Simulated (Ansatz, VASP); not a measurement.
# Cross-check of OsPd between VASP and Ansatz, part 2 of 2

One calculation is typed for both programs; each brings its own data sets and cutoff. How far apart do they land? The cell is invented: As first built, before any earlier steps moved the atoms (in the runner's words): it takes the Pt structure with all of its atoms replaced by other elements, volume scaled by an estimate. It may not be a known or stable phase. The cell is taken from a series of VASP runs on this material, whose earlier steps may have relaxed, scaled or displaced it; both programs get it as it stands.

VASP 6.6.1 and Ansatz 0.2.0.

So far. Step 3 (VASP: band structure, r2SCAN): The run ends at a pressure of 0.08 GPa.

## (5) VASP: band structure, r2SCAN, spin-orbit coupling

Level of this step: r2SCAN, spin-orbit coupling; plane waves and PAW (Os, Pd); invented cell (VASP).

A single point gives forces, pressure and levels at one fixed geometry, so differences don't come from the geometry; what else differs is listed under the comparison.

Input file INCAR:

```
SYSTEM = OsPd
PREC = Accurate
ENCUT = 400
EDIFF = 1E-06
NELM = 100
ISMEAR = 1
SIGMA = 0.2
LREAL = .FALSE.
ALGO = Normal
METAGGA = R2SCAN
LASPH = .TRUE.
LNONCOLLINEAR = .TRUE.
MAGMOM = 0 0 0 0 0 0
NBANDS = 30
GGA_COMPAT = .FALSE.
LSORBIT = .TRUE.
LMAXMIX = 4
LORBIT = 11
LWAVE = .FALSE.
LCHARG = .FALSE.
```

Input file POSCAR:

```
OsPd
1.0
    2.6771965553      0.0000000000      0.0000000000
    0.0000000000      2.6771965553      0.0000000000
    0.0000000000      0.0000000000      4.0082722566
Os Pd
1 1
Direct
    0.0000000000      0.0000000000      0.0000000000
    0.5000000000      0.5000000000      0.5000000000
```

Input file KPOINTS:

```
Automatic mesh
0
Gamma
7 7 5
0 0 0
```

Input file KPOINTS_OPT:

```
Line mode
16
Line-mode
Reciprocal
  0.00000000   0.00000000   0.00000000 GAMMA
  0.00000000   0.50000000   0.00000000 X

  0.00000000   0.50000000   0.00000000 X
  0.50000000   0.50000000   0.00000000 M

  0.50000000   0.50000000   0.00000000 M
  0.00000000   0.00000000   0.00000000 GAMMA

  0.00000000   0.00000000   0.00000000 GAMMA
  0.00000000   0.00000000   0.50000000 Z

  0.00000000   0.00000000   0.50000000 Z
  0.00000000   0.50000000   0.50000000 R

  0.00000000   0.50000000   0.50000000 R
  0.50000000   0.50000000   0.50000000 A

  0.50000000   0.50000000   0.50000000 A
  0.00000000   0.00000000   0.50000000 Z

  0.00000000   0.50000000   0.00000000 X
  0.00000000   0.50000000   0.50000000 R

  0.50000000   0.50000000   0.00000000 M
  0.50000000   0.50000000   0.50000000 A
```

PAW data sets: Os and Pd (PBE family, release 64).

The run is started by

```
$ mpirun -np 1 vasp_ncl
```

Numbers of over 12 decimals in the logs are rounded to 6 here.

Log:

```text
[banner, memory and clock lines left out]
running    1 mpi-ranks, on    1 nodes
[...]
[... a notice as in an earlier step ...]

 LDA part: xc-table for (None), standard interpolation
 POSCAR, INCAR and KPOINTS ok, starting setup
[...]
entering main loop
       N       E                     dE             d eps       ncg     rms          rms(c)
DAV:   1     0.409813057572E+02    0.40981E+02   -0.77034E+03  1920   0.973E+02
DAV:   2    -0.760150151941E+02   -0.11700E+03   -0.10883E+03  1878   0.308E+02
DAV:   3    -0.800752876742E+02   -0.40603E+01   -0.39583E+01  2158   0.565E+01
DAV:   4    -0.801261459226E+02   -0.50858E-01   -0.50806E-01  2174   0.658E+00
[...]
DAV:  11    -0.755476686596E+02    0.88009E-04   -0.86823E-04  2066   0.290E-01    0.570E-02
DAV:  12    -0.755476529114E+02    0.15748E-04   -0.35035E-05  2186   0.758E-02    0.313E-02
DAV:  13    -0.755476520936E+02    0.81778E-06   -0.74935E-06  2358   0.291E-02
   1 F= -.75547652E+02 E0= -.75544199E+02  d E =-.103606E-01  mag=    -0.0000     0.0000     0.0000
 Start KPOINTS_OPT (optional k-point list driver)
k-point batch [1-30\144]
       N       E                     dE             ncg
DAV:   1     0.705153484344E+04   -0.57549E+04     1832
DAV:   2     0.338632876916E+04   -0.36652E+04     1878
DAV:   3     0.325617655696E+04   -0.13015E+03     2136
DAV:   4     0.325446761353E+04   -0.17089E+01     2302
DAV:   5     0.325442310684E+04   -0.44507E-01     2230
DAV:   6     0.325442112302E+04   -0.19838E-02     2602
DAV:   7     0.325442109823E+04   -0.24792E-04     2028
DAV:   8     0.325442109778E+04   -0.45450E-06     1508
[...]
k-point batch [121-144\144]
       N       E                     dE             ncg
DAV:   1     0.921417395512E+04   -0.12567E+05     1544
DAV:   2     0.647691932670E+04   -0.27373E+04     1508
DAV:   3     0.636994085641E+04   -0.10698E+03     1732
DAV:   4     0.636848984690E+04   -0.14510E+01     1872
DAV:   5     0.636845445718E+04   -0.35390E-01     1818
DAV:   6     0.636845287509E+04   -0.15821E-02     2128
DAV:   7     0.636845284920E+04   -0.25888E-04     1680
DAV:   8     0.636845284898E+04   -0.22130E-06     1240
```

From OUTCAR (step 5):

```text
  Total        0.1768983      0.1768983      0.0577944      0.0000000      0.0000000      0.0000000
  in kB        9.8654425      9.8654425      3.2231332      0.0000000      0.0000000      0.0000000
  external PRESSURE =       7.6513394 kB  Pullay stress =       0.0000000 kB

 POSITION                                       TOTAL-FORCE (eV/Angst)
 -----------------------------------------------------------------------------------
      0.00000      0.00000      0.00000         0.000000      0.000000      0.000000
      1.33860      1.33860      2.00414         0.000000      0.000000      0.000000
 -----------------------------------------------------------------------------------
    total drift:                                0.000000      0.000000      0.000000

  FREE ENERGIE OF THE ION-ELECTRON SYSTEM (eV)
  ---------------------------------------------------
  free  energy   TOTEN  =       -75.5476520936 eV

  energy  without entropy=      -75.5372915280  energy(sigma->0) =      -75.54419857

 magnetization (x)
# of ion       s       p       d       tot
------------------------------------------
    1        0.000  -0.000   0.000  -0.000
    2        0.000   0.000  -0.000   0.000
--------------------------------------------------
tot          0.000  -0.000  -0.000   0.000

 magnetization (y)
# of ion       s       p       d       tot
------------------------------------------
    1        0.000   0.000   0.000   0.000
    2       -0.000  -0.000   0.000  -0.000
--------------------------------------------------
tot         -0.000  -0.000   0.000  -0.000

 magnetization (z)
# of ion       s       p       d       tot
------------------------------------------
    1        0.000   0.000   0.000   0.000
    2       -0.000  -0.000  -0.000  -0.000
--------------------------------------------------
tot         -0.000  -0.000  -0.000  -0.000

[... 1 part as in an earlier step ...]

[... 2 further parts left out ...]
[key lines of the parts left out:]
E-fermi :   9.6710
```

The run ends at a pressure of 0.77 GPa.

## (6) Ansatz: band structure, r2SCAN, spin-orbit coupling

The same cell, functional, mesh and smearing now go to Ansatz, which takes its cutoff from its data sets.

The cell is taken from a series of VASP runs on this material, whose earlier steps may have relaxed, scaled or displaced it; both programs get it as it stands.

Input file input.yaml:

```yaml
crystal:
  lattice:
    - [2.6771965553, 0.0, 0.0]
    - [0.0, 2.6771965553, 0.0]
    - [0.0, 0.0, 4.0082722566]
  atoms:
    - { symbol: Os, position: [0.0, 0.0, 0.0] }
    - { symbol: Pd, position: [0.5, 0.5, 0.5] }
hamiltonian:
  xc: r2scan
  pseudopotentials: { kind: paw_fr }
magnetization:
  noncollinear: true
  spin_orbit: true
kpoints:
  mp_grid: { grid: [7, 7, 5] }
  band_path:
    path:
      - [0.0, 0.0, 0.0]
      - [0.0, 0.13333, 0.0]
      - [0.0, 0.3, 0.0]
      - [0.0, 0.46667, 0.0]
      - [0.1, 0.5, 0.0]
      - [0.26667, 0.5, 0.0]
      - [0.43333, 0.5, 0.0]
      - [0.43333, 0.43333, 0.0]
      - [0.26667, 0.26667, 0.0]
      - [0.1, 0.1, 0.0]
      - [0.0, 0.0, 0.03333]
      - [0.0, 0.0, 0.2]
      - [0.0, 0.0, 0.36667]
      - [0.0, 0.0, 0.5]
      - [0.0, 0.16667, 0.5]
      - [0.0, 0.3, 0.5]
      - [0.0, 0.46667, 0.5]
      - [0.1, 0.5, 0.5]
      - [0.26667, 0.5, 0.5]
      - [0.43333, 0.5, 0.5]
      - [0.43333, 0.43333, 0.5]
      - [0.26667, 0.26667, 0.5]
      - [0.1, 0.1, 0.5]
      - [0.0, 0.5, 0.03333]
      - [0.0, 0.5, 0.2]
      - [0.0, 0.5, 0.36667]
      - [0.5, 0.5, 0.0]
      - [0.5, 0.5, 0.16667]
      - [0.5, 0.5, 0.33333]
      - [0.5, 0.5, 0.5]
    npoints: 1
scf:
  occupations: { method: methfessel_paxton, width: 0.2 }
  n_extra_bands: 14
output:
  forces: true
  stress: true
  eigenvalues: true
```

The run is started by

```
$ ansatz run input.yaml --threads 2 --pin off --max-ram 4608MiB --backend cpu --events-out ev --progress --plain --runs-dir out
```

Log:

```text
[...]
non-collinear run that drives no moment, with spin-orbit: no starting moment large enough to seed its density (crystal.atoms[].spin), no starting occupations that ask for one, no magnetisation constraint and no magnetic field, so the semilocal B_xc is pinned to zero
Crystal: 2 atoms, lattice volume = 28.729 Å³
[...]
k-point 1: bands = [... 30 lower, 21.4419, 21.4419, 22.8877, 22.8877, 23.8487, 23.8487, 24.0478, 24.0478, ... 10 higher]
  k-point 2: bands = [... 30 lower, 20.8197, 20.8197, 21.5076, 21.5076, 22.8532, 22.8532, 23.1571, 23.1571, ... 10 higher]
  k-point 29: bands = [... 30 lower, 22.4535, 22.4535, 22.7743, 22.7743, 25.6331, 25.6331, 28.9964, 28.9964, ... 10 higher]
[key lines of the parts left out:]
SCF converged after 9 iterations
Magnetization: |M| = 0.0000 μB,  M = (+0.0000, +0.0000, +0.0000) μB
Free energy (F): -18350.656798 eV
Fermi energy:    22.903844 eV
P = ⅓ Tr σ = 0.1826 GPa (1.826 kbar)
```

Run time: 12 s. Hardware: 2 threads of Arm Neoverse V2, shared host; peak memory 0.52 GiB; 24 s of CPU time.

## (7) Comparison

What differs besides the data sets and the points named for the pairs above, as far as they apply: spin-orbit coupling enters by fully relativistic files in Ansatz and inside the spheres in VASP; the data sets hold 34 valence electrons in Ansatz (fully relativistic PAW (standard-fr) files) and 18 in VASP. Total energies have different zeros and are not compared.

The two programs side by side:

| quantity | Ansatz | VASP | difference |
| --- | --- | --- | --- |
| pressure (GPa) | 0.18 | 0.77 | -0.58 |
| pressure without Ansatz's Pulay correction (GPa) | -0.01 | 0.77 | -0.77 |

Levels from 3 eV below to 2 eV above the Fermi level differ by 22 meV r.m.s. and 64 meV at most; each VASP level is matched to the nearest of Ansatz, which flatters the figure a little. Ansatz's pressure holds a Pulay correction of 0.19 GPa; VASP's holds none.

## (8) Results

| Property | Result |
| --- | --- |
| r.m.s. difference of levels near the Fermi level (band structure, r2SCAN) | 16 meV |
| difference in pressure (band structure, r2SCAN) | -0.69 GPa |
| r.m.s. difference of levels near the Fermi level (band structure, r2SCAN, spin-orbit coupling) | 22 meV |
| difference in pressure (band structure, r2SCAN, spin-orbit coupling) | -0.58 GPa |

In words: The difference in pressure is -0.69 GPa (band structure, r2SCAN), within the 1 GPa picked in this series as the mark of a large difference. Such differences can come from data sets, numerical settings and the points named under the comparisons, not from the functional's error against experiment.

[Lines on the potential files, build, host, timing and source positions are cut from VASP's logs without a mark.]

[Logs are printed without paths, hosts, clocks, repeated set-up lines and the standing remarks that a program may print on its own settings, such as how far it seeks lower states.]

[Hosts, paths, dates, database ids (printed as entryN), source tags and the programs' standing remarks are cut or masked in the printed files.]
